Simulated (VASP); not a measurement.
```yaml
crystal:
  lattice:
    - [0.00000, 2.33580, 2.33580]
    - [2.33580, 0.00000, 2.33580]
    - [2.33580, 2.33580, 0.00000]
  atoms:
    - { symbol: Zr, position: [0.00000, 0.00000, 0.00000] }
    - { symbol: N, position: [0.50000, 0.50000, 0.50000] }
```

The base run (VASP): PBE GGA, plane waves, VASP's PBE PAW potentials (set 64). Run with 520 eV cut-off, 12×12×12 Γ-centred mesh, first-order Methfessel-Paxton smearing of 0.10 eV, potentials Zr_sv N.

One setting is varied; ΔE counts from the base run. The base run took about 10 core-seconds. Costs are core time on shared hosts, one run each; read them as rough ratios.

Pressures at a finite cut-off, here 520 eV, hold a Pulay part, which wasn't tested here.

| setting | cost over the base run | electronic steps | ΔE (meV/atom) | pressure (GPa) |
|---|---|---|---|---|
| base run | reference | 13 | 0.0 | -11.00 |
| SYMPREC = 1E-3 | within a factor of 2 | 13 | 0.0 | -11.00 |
| ISYM = 1 | within a factor of 2 | 13 | 0.0 | -11.00 |
| ISYM = 0 | about 10 times | 13 | 0.0 | -11.00 |
| ISYM = -1 | [?] | 13 | 0.0 | -11.00 |

Question: Complete the blanks.

Answer: 
- ISYM = -1, cost over the base run: about 20 times

Left out are runs that failed, have no time on record or changed the cell.

The compound is ZrN in the rock salt structure. The cell was not relaxed at this level.
